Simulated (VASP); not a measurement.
CO: relaxation of the atoms with LDA

The system is CO.

```
C O
1.0
    14.00000    0.00000    0.00000
     0.00000   14.50000    0.00000
     0.00000    0.00000   15.00000
C O
1 1
Direct
  0.50193 0.49898 0.46285
  0.49807 0.50102 0.53715
```

```yaml
Program: VASP 6.6.1
Task: relaxation of the atoms
Functional: LDA
Potentials_or_basis: VASP PAW LDA potentials, release 64 (C, O)
Cutoff: 450 eV
k_mesh: 1 × 1 × 1
Occupations: gaussian, width 0.005 eV
Spin: no spin polarisation
Further_INCAR_settings: ALGO = Normal; EDIFF = 1e-06; ISYM = 0; IBRION = 2; EDIFFG = -0.01; NSW = 80
```

* Energy gained by relaxing: 11.2 meV/atom
* Ionic steps: 12
* Largest force after relaxing: 0.007 eV/Å
* Gap between the frontier levels: 6.80 eV

Forces on the atoms (eV/Å):
```
C    0.000  0.000 -0.007
O    0.000  0.000  0.007
```

Step by step:
```tsv
step	energy change (eV)	largest force (eV/Å)	pressure (GPa)
1	0.0000	2.4222	0.04
2	1.6744	12.2346	-0.30
3	-0.0222	0.2359	-0.01
4	-0.0225	0.0146	-0.01
5	-0.0225	0.0296	-0.01
6	-0.0225	0.0268	-0.01
7	-0.0225	0.0170	-0.01
8	-0.0225	0.0161	-0.01
9	-0.0225	0.0155	-0.01
10	-0.0225	0.0142	-0.01
11	-0.0225	0.0117	-0.01
12	-0.0225	0.0068	-0.01
```

Final structure:
```cif
data_structure
_symmetry_space_group_name_H-M 'P 1'
_symmetry_Int_Tables_number 1
_cell_length_a 14.0000
_cell_length_b 14.5000
_cell_length_c 15.0000
_cell_angle_alpha 90.000
_cell_angle_beta 90.000
_cell_angle_gamma 90.000
_cell_volume 3045.00
loop_
_atom_site_label
_atom_site_type_symbol
_atom_site_fract_x
_atom_site_fract_y
_atom_site_fract_z
_atom_site_occupancy
C1 C 0.50196 0.49896 0.46222 1
O1 O 0.49804 0.50104 0.53778 1
```

Levels at points of the mesh, in eV from the valence-band top:
```tsv
k point	band 2	band 3	band 4	band 5	band 6	band 7	band 8	band 9
(0.00, 0.00, 0.00)	-4.99	-2.96	-2.96	0.00	6.80	6.80	8.97	9.55
```

Run time: 3.6 min on 2 MPI ranks on Intel(R) Xeon(R) Platinum 8488C (Sapphire Rapids) (shared host), peak memory 0.76 GiB a rank.

Caveat: the cutoff is under 1.25 times the usual one of these potentials, so pressure, stress and relaxed cells hold a basis-set (Pulay) error; the standard files for N, O and F lose accuracy on very short bonds. LDA gaps usually lie below the measured ones, often by a third to a half.
